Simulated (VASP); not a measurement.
Method: PBE GGA, VASP's PBE PAW potentials (set 64) (plane waves; VASP 6.6.1).

VASP ran on this input.

**KPOINTS**
```
Automatic mesh
0
Gamma
11 11 6
0 0 0
```

POSCAR:
```
Tm
1.0
  1.7700000000  -3.0657300000   0.0000000000
  1.7700000000   3.0657300000   0.0000000000
  0.0000000000   0.0000000000   5.5500000000
Tm
2
Cart
  1.7700000000   1.0219120438   1.3875000000
  1.7700000000  -1.0219120438   4.1625000000
```

### INCAR
```
SYSTEM  =  Tm
PREC  =  Accurate; ENCUT  =  520; LREAL  =  .False.
LASPH  =  .True.
EDIFF  =  1E-6; NELM  =  100; ALGO  =  Normal
LMAXMIX  =  6
ISMEAR  =  1; SIGMA  =  0.1
GGA  =  PE
IBRION  =  2; NSW  =  60; ISIF  =  3
EDIFFG  =  -0.01
LWAVE  =  .False.; LCHARG  =  .False.
```

POTCAR, in this order: Tm_3 (PBE.64 set). Program: vasp_std.

Output

### OUTCAR
```
 ion  position               nearest neighbor table
   1  0.333  0.667  0.250-   2 3.45   2 3.45   2 3.45   2 3.45   2 3.45   2 3.45
   2  0.667  0.333  0.750-   1 3.45   1 3.45   1 3.45   1 3.45   1 3.45   1 3.45
  LATTYP: Found a hexagonal cell.
 ALAT       =     3.5400000611
 C/A-ratio  =     1.5677965831
 Subroutine PRICEL returns:
 Original cell was already a primitive cell.
 Subroutine GETGRP returns: Found 24 space group operations
The static configuration has the point symmetry D_3d.
 The point group associated with its full space group is D_6h.
The dynamic configuration has the point symmetry D_3d.
 Subroutine INISYM returns: Found 24 space group operations
 Subroutine IBZKPT returns following result:
 Found     64 irreducible k-points:

 Following reciprocal coordinates:
            Coordinates               Weight
  0.000000  0.000000  0.000000      1.000000
  0.090909  0.000000  0.000000      6.000000
  0.181818  0.000000  0.000000      6.000000
  0.272727  0.000000  0.000000      6.000000
  0.363636  0.000000  0.000000      6.000000
  0.454545  0.000000  0.000000      6.000000
  0.090909  0.090909  0.000000      6.000000
  0.181818  0.090909  0.000000     12.000000
  0.272727  0.090909  0.000000     12.000000
  0.363636  0.090909  0.000000     12.000000
  0.454545  0.090909  0.000000      6.000000
  0.181818  0.181818  0.000000      6.000000
  0.272727  0.181818  0.000000     12.000000
  0.363636  0.181818  0.000000     12.000000
  0.272727  0.272727  0.000000      6.000000
  0.363636  0.272727  0.000000      6.000000
  0.000000  0.000000  0.166667      2.000000
  0.090909  0.000000  0.166667     12.000000
  0.181818  0.000000  0.166667     12.000000
  0.272727  0.000000  0.166667     12.000000
  0.363636  0.000000  0.166667     12.000000
  0.454545  0.000000  0.166667     12.000000
...
```

File OSZICAR:
```
       N       E                     dE             d eps       ncg     rms          rms(c)
DAV:   1     0.671177135745E+02    0.67118E+02   -0.84604E+03  1664   0.131E+03
DAV:   2    -0.433783877705E+01   -0.71456E+02   -0.70347E+02  1687   0.409E+02
DAV:   3    -0.883177515253E+01   -0.44939E+01   -0.42298E+01  2701   0.627E+01
DAV:   4    -0.894608379346E+01   -0.11431E+00   -0.11278E+00  2629   0.847E+00
DAV:   5    -0.894752710134E+01   -0.14433E-02   -0.14428E-02  2408   0.841E-01    0.237E+01
DAV:   6    -0.894302297852E+01    0.45041E-02   -0.32660E-02  2571   0.217E+00    0.141E+01
DAV:   7    -0.895622372308E+01   -0.13201E-01   -0.57731E-02  2484   0.282E+00    0.381E-01
DAV:   8    -0.895598228530E+01    0.24144E-03   -0.33014E-03  2167   0.519E-01    0.926E-02
DAV:   9    -0.895599717165E+01   -0.14886E-04   -0.25025E-04  2682   0.168E-01    0.298E-02
DAV:  10    -0.895599020129E+01    0.69704E-05   -0.27197E-05  2354   0.478E-02    0.380E-02
DAV:  11    -0.895599084786E+01   -0.64657E-06   -0.25799E-06  1710   0.162E-02
   1 F= -.89559908E+01 E0= -.89568519E+01  d E =-.895599E+01
       N       E                     dE             d eps       ncg     rms          rms(c)
DAV:   1    -0.896280212599E+01   -0.68119E-02   -0.15715E-01  2280   0.415E+00    0.537E-01
DAV:   2    -0.895891822370E+01    0.38839E-02   -0.90245E-03  2295   0.109E+00    0.218E-01
DAV:   3    -0.895707954538E+01    0.18387E-02   -0.30041E-03  2565   0.581E-01    0.792E-02
DAV:   4    -0.895701483443E+01    0.64711E-04   -0.36194E-04  2786   0.190E-01    0.512E-02
DAV:   5    -0.895701715572E+01   -0.23213E-05   -0.30622E-05  2294   0.504E-02    0.399E-03
DAV:   6    -0.895701734181E+01   -0.18609E-06   -0.13177E-06  1279   0.107E-02
   2 F= -.89570173E+01 E0= -.89577539E+01  d E =-.102649E-02
       N       E                     dE             d eps       ncg     rms          rms(c)
DAV:   1    -0.895703319306E+01   -0.16037E-04   -0.38595E-04  2285   0.206E-01    0.273E-02
DAV:   2    -0.895702318934E+01    0.10004E-04   -0.22030E-05  2348   0.536E-02    0.110E-02
DAV:   3    -0.895701878287E+01    0.44065E-05   -0.73950E-06  2423   0.288E-02    0.385E-03
DAV:   4    -0.895701857088E+01    0.21200E-06   -0.67549E-07   900   0.992E-03
   3 F= -.89570186E+01 E0= -.89577493E+01  d E =-.102772E-02
       N       E                     dE             d eps       ncg     rms          rms(c)
DAV:   1    -0.895770187848E+01   -0.68310E-03   -0.19684E-02  2074   0.135E+00    0.139E-01
DAV:   2    -0.895736419072E+01    0.33769E-03   -0.10345E-03  2280   0.415E-01    0.719E-02
DAV:   3    -0.895717354950E+01    0.19064E-03   -0.25526E-04  2525   0.174E-01    0.328E-02
DAV:   4    -0.895716875433E+01    0.47952E-05   -0.31539E-05  2687   0.551E-02    0.199E-02
DAV:   5    -0.895716997246E+01   -0.12181E-05   -0.22577E-06  1484   0.156E-02    0.201E-03
DAV:   6    -0.895716981665E+01    0.15581E-06   -0.18239E-07   892   0.406E-03
   4 F= -.89571698E+01 E0= -.89578480E+01  d E =-.151246E-03
       N       E                     dE             d eps       ncg     rms          rms(c)
DAV:   1    -0.895722701056E+01   -0.57038E-04   -0.18275E-03  2074   0.410E-01    0.424E-02
DAV:   2    -0.895719581129E+01    0.31199E-04   -0.96064E-05  2272   0.126E-01    0.220E-02
DAV:   3    -0.895717814065E+01    0.17671E-04   -0.23719E-05  2530   0.531E-02    0.100E-02
DAV:   4    -0.895717772958E+01    0.41107E-06   -0.23454E-06  1282   0.168E-02
   5 F= -.89571777E+01 E0= -.89578430E+01  d E =-.159159E-03
```

**OUTCAR**
```
------------------------ aborting loop because EDIFF is reached ----------------------------------------
  FORCE on cell =-STRESS in cart. coord.  units (eV):
  Direction    XX          YY          ZZ          XY          YZ          ZX
  --------------------------------------------------------------------------------------
  Total       -0.0032708     -0.0032708     -0.0034160      0.0000000     -0.0000000     -0.0000000
  in kB       -0.0865022     -0.0865022     -0.0903410      0.0000000     -0.0000000     -0.0000000
  external PRESSURE =      -0.0877818 kB  Pullay stress =       0.0000000 kB
  volume of cell :       60.58
      direct lattice vectors                 reciprocal lattice vectors
     1.779515067 -3.082210581 -0.000000000     0.280975424 -0.162221233  0.000000000
     1.779515067  3.082210581 -0.000000000     0.280975424  0.162221233  0.000000000
    -0.000000000 -0.000000000  5.522647977     0.000000000  0.000000000  0.181072559
 POSITION                                       TOTAL-FORCE (eV/Angst)
 -----------------------------------------------------------------------------------
      1.77952      1.02741      1.38066        -0.000000     -0.000000      0.000000
      1.77952     -1.02741      4.14199         0.000000      0.000000      0.000000
 -----------------------------------------------------------------------------------
    total drift:                               -0.000001      0.000071     -0.000012
  FREE ENERGIE OF THE ION-ELECTRON SYSTEM (eV)
  ---------------------------------------------------
  free  energy   TOTEN  =        -8.9571777296 eV

  energy  without entropy=       -8.9591734954  energy(sigma->0) =       -8.95784298

 reached required accuracy - stopping structural energy minimisation
```
(Selected blocks of OUTCAR.)

**CONTCAR**
```
Tm
   1.00000000000000
     1.7795150673660396   -3.0822105812535043   -0.0000000000000000
     1.7795150673660396    3.0822105812535043   -0.0000000000000000
    -0.0000000000000000   -0.0000000000000000    5.5226479770638912
  Tm
     2
Direct
     0.3333330000000032    0.6666669999999968    0.2500000000000000
     0.6666669999999968    0.3333330000000032    0.7500000000000000
```

The 4f electrons are frozen in the core of the lanthanide potential, so 4f levels, which can set the real gap, and their magnetism are missing.

The compound is Tm in the hcp structure. This run relaxes it. Symmetry was kept, so distortions that lower it aren't found.
